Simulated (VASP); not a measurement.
# Fe2O3 (Hematite): input slips in a band-gap run and what they do

Aim: see how common mistakes in a band-structure run show up, on Fe2O3 (Hematite). The starting structure is a measured crystal structure from the Crystallography Open Database. Cell and atoms stay as given unless a step says otherwise.

Method: Kohn-Sham DFT with plane waves and PAW; LDA, in VASP 6.6.1.

## (1) The starting structure

Symmetry: R-3c, No. 167, trigonal system. The conventional cell has a = 5.038 Å, b = 5.038 Å, c = 13.772 Å, α = 90.00°, β = 90.00°, γ = 120.00°. Nearest to Fe lie 6 O at 1.95 to 2.12 Å. O has 4 Fe at 1.95 to 2.12 Å nearest. Farther neighbours and most contacts between anions are not listed.

As a file:

```
Fe O
1.0
     2.51900    1.45435    4.59067
    -2.51900    1.45435    4.59067
     0.00000   -2.90869    4.59067
Fe O
4 6
Cartesian
  0.0000 0.0000 4.8932
  0.0000 0.0000 1.9928
  0.0000 0.0000 8.8788
  0.0000 0.0000 11.7792
  0.7706 -1.5740 8.0337
  -1.7484 0.1197 8.0337
  0.9779 1.4543 8.0337
  -0.7706 1.5740 5.7383
  1.7484 -0.1197 5.7383
  -0.9779 -1.4543 5.7383
```

## (2) Reference bands

Input file INCAR:

```
SYSTEM = Fe2O3
PREC = Accurate
ENCUT = 460
EDIFF = 1E-06
NELM = 100
ISMEAR = 0
SIGMA = 0.03
LREAL = .FALSE.
ALGO = Normal
GGA = CA
NBANDS = 63
ISPIN = 2
MAGMOM = 3 -3 3 -3 0 0 0 0 0 0
LMAXMIX = 4
LORBIT = 11
LWAVE = .FALSE.
LCHARG = .FALSE.
KPAR = 8
```

Input file POSCAR:

```
Fe2O3
1.0
    2.5190000000      1.4543453281      4.5906666667
   -2.5190000000      1.4543453281      4.5906666667
    0.0000000000     -2.9086906562      4.5906666667
Fe O
4 6
Direct
    0.3553000000      0.3553000000      0.3553000000
    0.1447000000      0.1447000000      0.1447000000
    0.6447000000      0.6447000000      0.6447000000
    0.8553000000      0.8553000000      0.8553000000
    0.5559000000      0.2500000000      0.9441000000
    0.2500000000      0.9441000000      0.5559000000
    0.9441000000      0.5559000000      0.2500000000
    0.4441000000      0.7500000000      0.0559000000
    0.7500000000      0.0559000000      0.4441000000
    0.0559000000      0.4441000000      0.7500000000
```

Input file KPOINTS:

```
Automatic mesh
0
Gamma
6 6 6
0 0 0
```

Input file KPOINTS_OPT:

```
Line mode
8
Line-mode
Reciprocal
  0.00000000   0.00000000   0.00000000 GAMMA
  0.50000000   0.00000000   0.00000000 L

  0.50000000   0.00000000   0.00000000 L
  0.50000000   0.23357686  -0.23357686 B1

  0.76642314   0.50000000   0.23357686 B
  0.50000000   0.50000000   0.50000000 Z

  0.50000000   0.50000000   0.50000000 Z
  0.00000000   0.00000000   0.00000000 GAMMA

  0.00000000   0.00000000   0.00000000 GAMMA
  0.36678843   0.00000000  -0.36678843 X

  0.63321157   0.36678843   0.00000000 Q
  0.50000000   0.50000000   0.00000000 F

  0.50000000   0.50000000   0.00000000 F
  0.63321157   0.63321157   0.23357686 P1

  0.63321157   0.63321157   0.23357686 P1
  0.50000000   0.50000000   0.50000000 Z

  0.50000000   0.00000000   0.00000000 L
  0.76642314   0.36678843   0.36678843 P
```

PAW data sets: Fe and O (LDA family, release 64).

Run with:

```console
$ mpirun -np 8 vasp_std
```

Output:

```text
[banner, memory and clock lines left out]
running    8 mpi-ranks, on    1 nodes
 distrk:  each k-point on    1 cores,    8 groups
 distr:  one band on    1 cores,    1 groups

 POSCAR found type information on POSCAR FeO
 POSCAR found :  2 types and      10 ions
|                                                                             |
|           W    W    AA    RRRRR   N    N  II  N    N   GGGG   !!!           |
|           W    W   A  A   R    R  NN   N  II  NN   N  G    G  !!!           |
|           W    W  A    A  R    R  N N  N  II  N N  N  G       !!!           |
|           W WW W  AAAAAA  RRRRR   N  N N  II  N  N N  G  GGG   !            |
|           WW  WW  A    A  R   R   N   NN  II  N   NN  G    G                |
|           W    W  A    A  R    R  N    N  II  N    N   GGGG   !!!           |
|                                                                             |
|     For optimal performance we recommend to set                             |
|       NCORE = 2 up to number-of-cores-per-socket                            |
|     NCORE specifies how many cores store one orbital (NPAR=cpu/NCORE).      |
|     This setting can greatly improve the performance of VASP for DFT.       |
|     The default, NCORE=1 might be grossly inefficient on modern             |
|     multi-core architectures or massively parallel machines. Do your        |
|     Unfortunately you need to use the default for GW and RPA                |
|     calculations (for HF NCORE is supported but not extensively tested      |
|     yet).                                                                   |
|                                                                             |

 LDA part: xc-table for (Slater(with rela. corr.)+CA(PZ))
 , standard interpolation
 POSCAR, INCAR and KPOINTS ok, starting setup
 FFT: planning ... GRIDC
 FFT: planning ... GRID_SOFT
 FFT: planning ... GRID
 WAVECAR not read
 entering main loop
       N       E                     dE             d eps       ncg     rms          rms(c)
DAV:   1     0.733184466663E+03    0.73318E+03   -0.26152E+04  8088   0.118E+03
DAV:   2     0.113396235497E+02   -0.72184E+03   -0.63910E+03  8197   0.341E+02
DAV:   3    -0.978683114970E+02   -0.10921E+03   -0.99760E+02  8941   0.147E+02
DAV:   4    -0.102980341306E+03   -0.51120E+01   -0.50311E+01  9705   0.358E+01
DAV:   5    -0.103073241896E+03   -0.92901E-01   -0.92867E-01  9356   0.472E+00    0.449E+01
DAV:   6    -0.975331019647E+02    0.55401E+01   -0.72583E+01 11105   0.103E+02    0.672E+01
DAV:   7    -0.847192937617E+02    0.12814E+02   -0.65464E+01  9165   0.116E+02    0.250E+01
DAV:   8    -0.835930486263E+02    0.11262E+01   -0.73826E+00 11799   0.233E+01    0.143E+01
DAV:   9    -0.835914253453E+02    0.16233E-02   -0.22180E+00 13107   0.327E+01    0.121E+01
DAV:  10    -0.833568651491E+02    0.23456E+00   -0.11558E+00 11994   0.151E+01    0.631E+00
DAV:  11    -0.831764252796E+02    0.18044E+00   -0.41472E-01 12182   0.137E+01    0.127E+00
DAV:  12    -0.831907860708E+02   -0.14361E-01   -0.17282E-01  8914   0.213E+00    0.421E-01
DAV:  13    -0.831895844295E+02    0.12016E-02   -0.40406E-03  9779   0.442E-01    0.303E-01
DAV:  14    -0.831890705711E+02    0.51386E-03   -0.34125E-03 12409   0.320E-01    0.149E-01
DAV:  15    -0.831890773695E+02   -0.67984E-05   -0.11353E-04 10282   0.748E-02    0.493E-02
DAV:  16    -0.831890894371E+02   -0.12068E-04   -0.45958E-05 10810   0.365E-02    0.705E-02
DAV:  17    -0.831890790554E+02    0.10382E-04   -0.14997E-05 12480   0.335E-02    0.146E-02
DAV:  18    -0.831890768709E+02    0.21845E-05   -0.50812E-06  9022   0.110E-02    0.443E-03
DAV:  19    -0.831890767185E+02    0.15238E-06   -0.77139E-07  5089   0.804E-03
   1 F= -.83189077E+02 E0= -.83189077E+02  d E =-.357834E-12  mag=    -0.0000
 Start KPOINTS_OPT (optional k-point list driver)
k-point batch [1-32\72]
       N       E                     dE             ncg
DAV:   1     0.190307417251E+05   -0.18821E+05     8080
DAV:   2    -0.177283198168E+04   -0.20804E+05     8095
DAV:   3    -0.499606605840E+04   -0.32232E+04     8917
DAV:   4    -0.516040770916E+04   -0.16434E+03     9720
DAV:   5    -0.516269428173E+04   -0.22866E+01     9123
DAV:   6    -0.516273886812E+04   -0.44586E-01     9570
DAV:   7    -0.516274017966E+04   -0.13115E-02     9365
DAV:   8    -0.516274022682E+04   -0.47163E-04     9668
DAV:   9    -0.516274022836E+04   -0.15414E-05     5920
DAV:  10    -0.516274022862E+04   -0.25975E-06     5374
[...]
k-point batch [65-72\72]
       N       E                     dE             ncg
DAV:   1     0.460720533924E+05   -0.84248E+04     2024
DAV:   2     0.408552057135E+05   -0.52168E+04     2040
DAV:   3     0.400518436955E+05   -0.80336E+03     2205
DAV:   4     0.400106176501E+05   -0.41226E+02     2433
DAV:   5     0.400100171503E+05   -0.60050E+00     2273
DAV:   6     0.400100054443E+05   -0.11706E-01     2441
DAV:   7     0.400100051059E+05   -0.33837E-03     2335
DAV:   8     0.400100050940E+05   -0.11917E-04     2465
DAV:   9     0.400100050936E+05   -0.38364E-06     1544
```

It took 4.1 min on 8 MPI ranks of Intel Xeon Platinum 8488C (Sapphire Rapids), shared host; peak memory 4.3 GiB; 33 min of CPU time.

The logs omit lines about the potential files and the build; timing stands in the text.

Parts of OUTCAR (step 2):

```text
ion  position               nearest neighbor table
   1  0.355  0.355  0.355-   9 1.95  10 1.95   8 1.95   7 2.12   5 2.12   6 2.12   2 2.90   3 2.97
                             3 2.97   3 2.97
   2  0.145  0.145  0.145-   8 1.95  10 1.95   9 1.95   7 2.12   5 2.12   6 2.12   1 2.90   4 2.97
                             4 2.97   4 2.97
   3  0.645  0.645  0.645-   6 1.95   7 1.95   5 1.95  10 2.12   9 2.12   8 2.12   4 2.90   1 2.97
                             1 2.97   1 2.97
   4  0.855  0.855  0.855-   5 1.95   7 1.95   6 1.95  10 2.12   9 2.12   8 2.12   3 2.90   2 2.97
                             2 2.97   2 2.97
   5  0.556  0.250  0.944-   4 1.95   3 1.95   1 2.12   2 2.12
   6  0.250  0.944  0.556-   3 1.95   4 1.95   1 2.12   2 2.12
   7  0.944  0.556  0.250-   3 1.95   4 1.95   1 2.12   2 2.12
   8  0.444  0.750  0.056-   2 1.95   1 1.95   3 2.12   4 2.12
   9  0.750  0.056  0.444-   1 1.95   2 1.95   3 2.12   4 2.12
  10  0.056  0.444  0.750-   1 1.95   2 1.95   3 2.12   4 2.12

  LATTYP: Found a trigonal (rhomboedric) cell.
 ALAT       =     5.4345838643
 COS(alpha) =     0.5703114900

 Subroutine GETGRP returns: Found 12 space group operations
 (whereof  6 operations were pure point group operations)

The static configuration has the point symmetry S_6 .
 The point group associated with its full space group is D_3d.

 Found     32 irreducible k-points:

   k-points           NKPTS =     32   k-points in BZ     NKDIM =     32   number of bands    NBANDS=     63

   dimension x,y,z NGX =    40 NGY =   40 NGZ =   40
   dimension x,y,z NGXF=    80 NGYF=   80 NGZF=   80

   ENCUT  =  460.0 eV  33.81 Ry    5.81 a.u.   9.50  9.50  9.50*2*pi/ulx,y,z

   NELECT =      68.0000    total number of electrons

 k-points in reciprocal lattice and weights: Automatic mesh
   0.00000000  0.00000000  0.00000000       0.005
   0.16666667  0.00000000 -0.00000000       0.028
   0.33333333  0.00000000  0.00000000       0.028
   0.50000000  0.00000000 -0.00000000       0.014
   0.16666667  0.16666667 -0.00000000       0.028
   0.33333333  0.16666667 -0.00000000       0.056
   0.50000000  0.16666667  0.00000000       0.056
  -0.33333333  0.16666667 -0.00000000       0.056
  -0.16666667  0.16666667  0.00000000       0.028
[...]
-0.33333333  0.50000000  0.33333333       0.028
   0.50000000  0.50000000  0.50000000       0.005

 average (electrostatic) potential at core
       1 -46.9071       2 -46.9071       3 -46.9071       4 -46.9071       5 -72.6803
       6 -72.6803       7 -72.6803       8 -72.6803       9 -72.6803      10 -72.6803

 E-fermi :   3.9726

 spin component 1
 k-point     1 :       0.0000    0.0000    0.0000
  band No.  band energies     occupation
    ...
     30       2.2373      1.00000
     31       3.0619      1.00000
     32       3.0619      1.00000
     33       3.4855      1.00000
     34       3.4855      1.00000
     35       4.2759      0.00000
     36       4.5994      0.00000
     37       4.6816      0.00000
     38       4.6816      0.00000
     39       4.7420      0.00000
    ...

 k-point     2 :       0.1667    0.0000   -0.0000
  band No.  band energies     occupation
    ...
     30       2.1237      1.00000
     31       2.9250      1.00000
     32       3.1216      1.00000
     33       3.3922      1.00000
     34       3.6384      1.00000
     35       4.3200      0.00000
     36       4.4688      0.00000
     37       4.5343      0.00000
     38       4.6500      0.00000
     39       4.8164      0.00000
    ...

 k-point     3 :       0.3333    0.0000    0.0000
  band No.  band energies     occupation
    ...
     30       2.1476      1.00000
     31       2.9731      1.00000
     32       3.2115      1.00000
     33       3.4237      1.00000
     34       3.6490      1.00000
     35       4.2070      0.00000
     36       4.4170      0.00000
     37       4.4534      0.00000
     38       4.6370      0.00000
     39       4.8266      0.00000
    ...

 k-point     4 :       0.5000    0.0000   -0.0000
  band No.  band energies     occupation
    ...
     30       2.2090      1.00000
     31       3.1679      1.00000
     32       3.2101      1.00000
     33       3.5601      1.00000
     34       3.5831      1.00000
     35       4.1417      0.00000
     36       4.1767      0.00000
     37       4.5336      0.00000
     38       4.6289      0.00000
     39       4.9076      0.00000
    ...

 k-point     5 :       0.1667    0.1667   -0.0000
  band No.  band energies     occupation
    ...
     30       2.1888      1.00000
     31       2.8105      1.00000
     32       3.1599      1.00000
     33       3.4045      1.00000
     34       3.6093      1.00000
     35       4.3271      0.00000
     36       4.4087      0.00000
     37       4.6167      0.00000
     38       4.6450      0.00000
     39       4.7673      0.00000
    ...

 k-point     6 :       0.3333    0.1667   -0.0000
  band No.  band energies     occupation
    ...
     30       1.9834      1.00000
     31       2.7885      1.00000
     32       3.2113      1.00000
     33       3.3777      1.00000
     34       3.6198      1.00000
     35       4.2999      0.00000
     36       4.4038      0.00000
     37       4.5913      0.00000
     38       4.6479      0.00000
     39       4.7928      0.00000
    ...

  Total      -13.7791740    -13.7791740    -11.0407756      0.0000000      0.0000000      0.0000000
  in kB     -218.7817291   -218.7817291   -175.3022336      0.0000000      0.0000000      0.0000000
  external PRESSURE =    -204.2885640 kB  Pullay stress =       0.0000000 kB

  energy-cutoff  :      460.00
  volume of cell :      100.91
      direct lattice vectors                 reciprocal lattice vectors
     2.519000000  1.454345328  4.590666667     0.198491465  0.114599101  0.072611095
    -2.519000000  1.454345328  4.590666667    -0.198491465  0.114599101  0.072611095
     0.000000000 -2.908690656  4.590666667     0.000000000 -0.229198201  0.072611095

 POSITION                                       TOTAL-FORCE (eV/Angst)
 -----------------------------------------------------------------------------------
      0.00000      0.00000      4.89319         0.000000     -0.000000      0.061501
      0.00000      0.00000      1.99281         0.000000     -0.000000     -0.061501
      0.00000      0.00000      8.87881         0.000000     -0.000000     -0.061501
      0.00000      0.00000     11.77919         0.000000     -0.000000      0.061501
      0.77056     -1.57404      8.03367         0.104696      0.181339     -0.000000
     -1.74844      0.11969      8.03367         0.104696     -0.181339     -0.000000
      0.97788      1.45435      8.03367        -0.209393     -0.000000      0.000000
     -0.77056      1.57404      5.73833        -0.104696     -0.181339     -0.000000
      1.74844     -0.11969      5.73833        -0.104696      0.181339     -0.000000
     -0.97788     -1.45435      5.73833         0.209393     -0.000000     -0.000000
 -----------------------------------------------------------------------------------
    total drift:                               -0.000000      0.000000     -0.000000

  FREE ENERGIE OF THE ION-ELECTRON SYSTEM (eV)
  ---------------------------------------------------
  free  energy   TOTEN  =       -83.1890767185 eV

  energy  without entropy=      -83.1890767185  energy(sigma->0) =      -83.18907672

 total charge
# of ion       s       p       d       tot
------------------------------------------
    1        0.367   0.519   6.019   6.905
    2        0.367   0.519   6.019   6.905
    3        0.367   0.519   6.019   6.905
    4        0.367   0.519   6.019   6.905
    5        1.567   3.382   0.000   4.949
    6        1.567   3.382   0.000   4.949
    7        1.567   3.382   0.000   4.949
    8        1.567   3.382   0.000   4.949
    9        1.567   3.382   0.000   4.949
   10        1.567   3.382   0.000   4.949
--------------------------------------------------
tot         10.870  22.367  24.077  57.314

 magnetization (x)
# of ion       s       p       d       tot
------------------------------------------
    1        0.005   0.010   3.246   3.262
    2       -0.005  -0.010  -3.246  -3.262
    3        0.005   0.010   3.246   3.262
    4       -0.005  -0.010  -3.246  -3.262
    5        0.000   0.000   0.000   0.000
    6        0.000   0.000   0.000   0.000
    7        0.000   0.000   0.000   0.000
    8        0.000   0.000   0.000   0.000
    9        0.000   0.000   0.000   0.000
   10        0.000   0.000   0.000   0.000
--------------------------------------------------
tot          0.000   0.000  -0.000  -0.000

[... 2 further parts left out ...]
```

At this level the cell is under a tension of 20.4 GPa, so at these settings it is away from equilibrium.

The reference gap is 0.276 eV.

(Continued in part 2 of 3.)

[Lines on the potential files, build, host, timing and source positions are cut from VASP's logs without a mark.]

[Logs are printed without paths, hosts, clocks, repeated set-up lines and the standing remarks that a program may print on its own settings, such as how far it seeks lower states.]

[Hosts, paths, dates, database ids (printed as entryN), source tags and the programs' standing remarks are cut or masked in the printed files.]
